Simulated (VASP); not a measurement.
OSZICAR of a VASP run on Y (hcp):

### OSZICAR
```
       N       E                     dE             d eps       ncg     rms          rms(c)
DAV:   1     0.902063965063E+02    0.90206E+02   -0.11549E+04  1688   0.139E+03
DAV:   2    -0.110947007083E+01   -0.91316E+02   -0.90346E+02  2101   0.283E+02
DAV:   3    -0.838252755200E+01   -0.72731E+01   -0.72126E+01  3193   0.476E+01
DAV:   4    -0.852435658751E+01   -0.14183E+00   -0.14177E+00  1877   0.759E+00
DAV:   5    -0.852887446260E+01   -0.45179E-02   -0.45177E-02  2475   0.974E-01    0.326E+01
DAV:   6    -0.820410976716E+01    0.32476E+00   -0.42727E-01  1680   0.468E+00    0.202E+01
DAV:   7    -0.814859752130E+01    0.55512E-01   -0.80907E-01  2010   0.601E+00    0.184E+00
DAV:   8    -0.813904318070E+01    0.95543E-02   -0.16839E-01  2037   0.266E+00    0.136E+00
DAV:   9    -0.813798172599E+01    0.10615E-02   -0.32736E-03  2450   0.412E-01    0.293E-01
DAV:  10    -0.813803401148E+01   -0.52285E-04   -0.19049E-03  1758   0.448E-01    0.404E-01
DAV:  11    -0.813794812312E+01    0.85888E-04   -0.17504E-04  1858   0.131E-01    0.491E-02
DAV:  12    -0.813794666278E+01    0.14603E-05   -0.21501E-05  1975   0.460E-02    0.135E-02
DAV:  13    -0.813794731970E+01   -0.65692E-06   -0.26189E-06  1479   0.170E-02
   1 F= -.81379473E+01 E0= -.81391356E+01  d E =-.813795E+01
       N       E                     dE             d eps       ncg     rms          rms(c)
DAV:   1    -0.866018159609E+01   -0.52223E+00   -0.10999E+01  2390   0.240E+01    0.493E+00
DAV:   2    -0.823205686281E+01    0.42812E+00   -0.10775E+00  2227   0.756E+00    0.233E+00
DAV:   3    -0.812099983249E+01    0.11106E+00   -0.84463E-01  2638   0.519E+00    0.148E+00
DAV:   4    -0.813827638609E+01   -0.17277E-01   -0.79290E-02  2004   0.164E+00    0.694E-01
DAV:   5    -0.815343907872E+01   -0.15163E-01   -0.30433E-02  3040   0.720E-01    0.332E-01
DAV:   6    -0.815457665526E+01   -0.11376E-02   -0.18907E-03  2033   0.325E-01    0.136E-01
DAV:   7    -0.815589689270E+01   -0.13202E-02   -0.19384E-03  2426   0.220E-01    0.457E-02
DAV:   8    -0.815591124080E+01   -0.14348E-04   -0.19964E-04  2552   0.736E-02    0.164E-02
DAV:   9    -0.815591450797E+01   -0.32672E-05   -0.10389E-05  1998   0.196E-02    0.951E-03
DAV:  10    -0.815591513226E+01   -0.62429E-06   -0.14025E-06  1190   0.116E-02
   2 F= -.81559151E+01 E0= -.81568508E+01  d E =-.179678E-01
       N       E                     dE             d eps       ncg     rms          rms(c)
DAV:   1    -0.816822992931E+01   -0.12315E-01   -0.25693E-01  2298   0.367E+00    0.761E-01
DAV:   2    -0.815841658826E+01    0.98133E-02   -0.30769E-02  2132   0.123E+00    0.375E-01
DAV:   3    -0.815574896610E+01    0.26676E-02   -0.24536E-02  2657   0.881E-01    0.261E-01
DAV:   4    -0.815605613905E+01   -0.30717E-03   -0.19321E-03  2078   0.270E-01    0.132E-01
DAV:   5    -0.815648546235E+01   -0.42932E-03   -0.57536E-04  3078   0.112E-01    0.621E-02
DAV:   6    -0.815654818344E+01   -0.62721E-04   -0.93767E-05  1764   0.828E-02    0.765E-03
DAV:   7    -0.815655409245E+01   -0.59090E-05   -0.44757E-05  2823   0.235E-02    0.874E-03
DAV:   8    -0.815655472680E+01   -0.63435E-06   -0.29871E-06  1618   0.924E-03
   3 F= -.81565547E+01 E0= -.81575554E+01  d E =-.186074E-01
       N       E                     dE             d eps       ncg     rms          rms(c)
DAV:   1    -0.815992347546E+01   -0.33694E-02   -0.15361E-01  1680   0.317E+00    0.300E-01
DAV:   2    -0.815803238379E+01    0.18911E-02   -0.48664E-03  1820   0.511E-01    0.159E-01
DAV:   3    -0.815723165340E+01    0.80073E-03   -0.25753E-03  2121   0.367E-01    0.904E-02
DAV:   4    -0.815724861297E+01   -0.16960E-04   -0.10275E-04  2234   0.724E-02    0.504E-02
DAV:   5    -0.815724619009E+01    0.24229E-05   -0.36654E-05  2229   0.386E-02    0.121E-02
DAV:   6    -0.815724642875E+01   -0.23866E-06   -0.14517E-06  1044   0.833E-03
   4 F= -.81572464E+01 E0= -.81582720E+01  d E =-.691702E-03
       N       E                     dE             d eps       ncg     rms          rms(c)
DAV:   1    -0.815962140459E+01   -0.23752E-02   -0.13145E-01  1680   0.294E+00    0.280E-01
DAV:   2    -0.815801161129E+01    0.16098E-02   -0.41391E-03  1827   0.472E-01    0.148E-01
DAV:   3    -0.815732864002E+01    0.68297E-03   -0.21919E-03  2121   0.339E-01    0.838E-02
DAV:   4    -0.815734270973E+01   -0.14070E-04   -0.87393E-05  2211   0.669E-02    0.465E-02
DAV:   5    -0.815734044650E+01    0.22632E-05   -0.29998E-05  2243   0.350E-02    0.111E-02
DAV:   6    -0.815734066845E+01   -0.22195E-06   -0.11379E-06   967   0.752E-03
   5 F= -.81573407E+01 E0= -.81583404E+01  d E =-.785942E-03
```

Question: Which electronic solver shows in the log?

Answer: It is blocked Davidson (ALGO = Normal, or the opening steps of other solvers). The INCAR had ALGO = Normal.

Question: Can the final energy be trusted as converged?

Answer: The calculation finished and met its thresholds. It stopped with EDIFF = 1E-6, NELM = 100, NSW = 60 and EDIFFG = -0.01 after 5 ionic steps (optB86b-vdW, plane waves, VASP's PBE PAW potentials (set 64)). Energy and stress use the plane-wave basis of the starting cell.

The compound is Y in the hcp structure. This run relaxes it. Symmetry was kept, so distortions that lower it aren't found.
